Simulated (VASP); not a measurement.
Data:

```yaml
crystal:
  lattice:
    - [3.94842, 0.00000, 0.00000]
    - [0.00000, 3.94842, 0.00000]
    - [0.00000, 0.00000, 3.94842]
  atoms:
    - { symbol: Hf, position: [0.00000, 0.00000, 0.00000] }
    - { symbol: Pd, position: [0.50000, 0.50000, 0.00000] }
    - { symbol: Pd, position: [0.00000, 0.50000, 0.50000] }
    - { symbol: Pd, position: [0.50000, 0.00000, 0.50000] }
```

Method: PBEsol GGA, VASP's PBE PAW potentials (set 64) (plane waves; VASP 6.6.1). Settings: 400 eV cut-off, 7×7×7 Γ-centred mesh, first-order Methfessel-Paxton smearing of 0.10 eV, potentials Hf_pv Pd.

Unless said otherwise, spin-orbit coupling is left out, though it shifts the bands of the heavy elements here.

Task: What does the run give for the energy per atom (σ→0), band gap (on the k-mesh) with the smallest direct gap where there is one?

Result: 
| Item | Result |
|---|---|
| band gap (on the k-mesh) | none (metal, semimetal or under 0.01 eV) |
| energy per atom (σ→0) | -7.998 eV/atom |

The structure comes from a computed database's HfPd3 entry (Pm-3m); how it stands against other phases isn't given here. It was relaxed first. The start is the result of an earlier pass.
